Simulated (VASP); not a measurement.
Calculation: PBEsol GGA, VASP's PBE PAW potentials (set 64) (plane waves; VASP).

Input for VASP

KPOINTS:
```
Automatic mesh
0
Gamma
9 9 9
0 0 0
```

### INCAR
```
ALGO=Normal
EDIFF=1E-6
EDIFFG=-0.02
ENCUT=500
GGA=PS
IBRION=2
ISIF=3
ISMEAR=0
LASPH=T
LCHARG=F
LMAXMIX=4
LREAL=F
LWAVE=F
NELM=100
NSW=40
PREC=Accurate
PSTRESS=450
SIGMA=0.05
SYSTEM=GaAs
```

**POSCAR**
```
GaAs
1.0
  0.0000000000   2.6086364842   2.6086364842
  2.6086364842   0.0000000000   2.6086364842
  2.6086364842   2.6086364842   0.0000000000
Ga As
1 1
Cartesian
  0.0000000000   0.0000000000   0.0000000000
  1.3043182421   1.3043182421   1.3043182421
```

POTCAR, in this order: Ga_d As (PBE.64 set). Program: vasp_std.

Problem. What will the output report for the number of irreducible k-points (NKPTS), largest plane-wave count, number of space-group operations, FFT grid (NGX, NGY, NGZ)?

Solution. 
number of irreducible k-points (NKPTS): 35
largest plane-wave count: 914
number of space-group operations: 24
FFT grid (NGX, NGY, NGZ): 28 × 28 × 28

The compound is GaAs in the zinc blende structure. This run relaxes it under an external pressure of 45 GPa. Symmetry was kept, so distortions that lower it aren't found.
